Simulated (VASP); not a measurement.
The cell holds one BaF2 (fluorite) (111) slab, with vacuum along c, ions free to move until forces fall under 0.03 eV/Å, no reconstruction beyond this cell, dipole correction on.

```xyz
9
Lattice="4.3677 0.0000 0.0000 -2.1839 3.7826 0.0000 0.0000 0.0000 25.6428" Properties=species:S:1:pos:R:3 pbc="T T T"
F      2.1839     1.2609     8.4104
F      0.0000     2.5217    11.8894
F      0.0000     0.0000    10.1546
F      0.0000     0.0000    15.4882
F      2.1839     1.2609    13.7533
F      0.0000     2.5217    17.2323
Ba     0.0000     2.5217     9.2379
Ba     0.0000     0.0000    12.8214
Ba     2.1839     1.2609    16.4049
```

All values below come from PBEsol GGA, VASP's PBE PAW potentials (set 64) (plane waves; VASP 6.6.1). Numerical set-up: 450 eV cut-off, 5×5×1 Γ-centred mesh, Gaussian smearing of 0.050 eV, potentials F Ba_sv.

Slab and bulk use different k-meshes, so the surface energy is good to a few per cent at best.

Q: Predict its surface energy.

A: 
```json
{
  "surface_energy": "0.31 J/m²"
}
```

The cell is a thin slab with vacuum, built from BaF2 (fluorite): (111) face.
